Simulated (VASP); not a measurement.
The input files of a VASP run:

**KPOINTS**
```
K-points
0
G
  9 9 2
0 0 0
```

INCAR:
```
SYSTEM = WSe2
PREC = Accurate
ENCUT = 520
EDIFF = 1E-7
NELM = 100
ALGO = Normal
LREAL = .FALSE.
LASPH = .TRUE.
ISMEAR = -5
GGA = BO
PARAM1 = 0.1833333333
PARAM2 = 0.22
LUSE_VDW = .TRUE.
AGGAC = 0.0
LMAXMIX = 6
LWAVE = .FALSE.
LCHARG = .TRUE.
LORBIT = 11
NEDOS = 601
ISIF = 2
LEFG = .TRUE.
```

### POSCAR
```
WSe2
3.3301230
  0.5000001020  -0.8660254785   0.0000000000
  0.5000001020   0.8660254785   0.0000000000
  0.0000000000   0.0000000000   3.9709615908
W Se
2 4
Cartesian
  0.5000001020   0.2886757369   0.9927403977
  0.5000001020  -0.2886757369   2.9782211931
  0.5000001020   0.2886757369   3.4846904614
  0.5000001020  -0.2886757369   1.4992096660
  0.5000001020  -0.2886757369   0.4862711294
  0.5000001020   0.2886757369   2.4717519248
```

POTCAR, in this order: W_sv Se (PBE.64 set). Program: vasp_std.

Write an equivalent input for Quantum ESPRESSO's pw.x.

One equivalent input (not run):
```
&CONTROL
  calculation = 'scf'
  pseudo_dir = './pseudo'
  outdir = './out'
  tprnfor = .true.
  tstress = .true.
/
&SYSTEM
  ibrav = 0
  nat = 6
  ntyp = 2
  ecutwfc = 86
  occupations = 'tetrahedra'
  input_dft = 'vdw-df-obk8'
/
&ELECTRONS
  conv_thr = 7.3e-09
  electron_maxstep = 100
/
ATOMIC_SPECIES
  W 183.840 W.upf
  Se 78.971 Se.upf
CELL_PARAMETERS angstrom
     1.6650618   -2.8839714    0.0000000
     1.6650618    2.8839714    0.0000000
     0.0000000    0.0000000   13.2237905
ATOMIC_POSITIONS crystal
  W    0.3333330  0.6666670  0.2500000
  W    0.6666670  0.3333330  0.7500000
  Se   0.3333330  0.6666670  0.8775432
  Se   0.6666670  0.3333330  0.3775432
  Se   0.6666670  0.3333330  0.1224568
  Se   0.3333330  0.6666670  0.6224568
K_POINTS automatic
  9 9 2 0 0 0
```
The two are equivalent in intent, not identical: the potentials are each code's own (VASP's PAW set, PseudoDojo norm-conserving files in pw.x), so ENCUT and ecutwfc are chosen apart and not converted; conv_thr bounds pw.x's estimated SCF error, while EDIFF bounds the energy change between steps; the field gradients of LEFG aren't asked of the other code.

The compound is WSe2 in the 2H layered structure. It was relaxed first, which changed the volume by +5 %.
